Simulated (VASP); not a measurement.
Input for VASP

File KPOINTS:
```
Automatic mesh
0
Gamma
13 13 13
0 0 0
```

**POSCAR**
```
TiC
1
    0.0000000000     2.1650000000     2.1650000000
    2.1650000000     0.0000000000     2.1650000000
    2.1650000000     2.1650000000     0.0000000000
Ti C
1 1
Direct
  0.0000000000   0.0000000000   0.0000000000
  0.5000000000   0.5000000000   0.5000000000
```

### INCAR
```
! general
SYSTEM    =  TiC
PREC      =  Accurate
ENCUT     =  520
LREAL     =  F
LASPH     =  T

! electronic loop
EDIFF     =  1E-6
NELM      =  100
ALGO      =  Normal
LMAXMIX   =  4
LMIXTAU   =  T

! smearing
ISMEAR    =  1
SIGMA     =  0.1

! functional
METAGGA   =  R2SCAN
LUSE_VDW  =  T
BPARAM    =  11.95
CPARAM    =  0.0093

! ions
IBRION    =  2
NSW       =  60
ISIF      =  3
EDIFFG    =  -0.01

! output
LWAVE     =  F
LCHARG    =  F
```

POTCAR, in this order: Ti_sv C (PBE.64 set). Program: vasp_std.

**Question.** Translate this r2SCAN+rVV10 calculation to Ansatz.

**Answer.** One equivalent input (not run):
Ansatz 0.2 input:
```yaml
crystal:
  lattice:
    - [0.0000000, 2.1650000, 2.1650000]
    - [2.1650000, 0.0000000, 2.1650000]
    - [2.1650000, 2.1650000, 0.0000000]
  atoms:
    - { symbol: Ti, position: [0.0000000, 0.0000000, 0.0000000] }
    - { symbol: C, position: [0.5000000, 0.5000000, 0.5000000] }
kpoints:
  mp_grid: { grid: [13, 13, 13] }
hamiltonian:
  xc: r2scan
  dispersion: rvv10
  pseudopotentials: { kind: paw }
scf:
  occupations: { method: methfessel_paxton, width: 0.1 }
  max_iter: 100
relax:
  max_steps: 60
  f_tol: 0.01
  cell: {}
output: { forces: true, stress: true, eigenvalues: true }
```
The two are equivalent in intent, not identical: each code has its own PAW files, so the cut-off isn't converted (ENCUT is set for VASP's; basis.ecutwfc is left out, and Ansatz then takes the one that its files recommend); Ansatz stops its SCF on the density residual and VASP on the energy change (EDIFF).

The compound is TiC in the rock salt structure. This run relaxes it. Symmetry was kept, so distortions that lower it aren't found.
